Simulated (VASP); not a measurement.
Consider the following.

```xyz
2
Lattice="0.0000 3.2571 3.2571 3.2571 0.0000 3.2571 3.2571 3.2571 0.0000" Properties=species:S:1:pos:R:3 pbc="T T T"
Te     3.2571     3.2571     3.2571
Pb     0.0000     0.0000     0.0000
```

The numbers are results of rev-vdW-DF2, VASP's PBE PAW potentials (set 64) (plane waves; VASP), not measurements. Numerical set-up: 520 eV cut-off, Gaussian smearing of 0.050 eV, potentials Te Pb_d.

Unless said otherwise, spin-orbit coupling is left out, though it shifts the bands of the heavy elements here.

Estimate the band gap (along the path) with the smallest direct gap where there is one.

```yaml
band gap (along the path): 0.77 eV
smallest direct gap (along the path): 0.77 eV
```

The compound is PbTe in the rock salt structure. It was relaxed first.
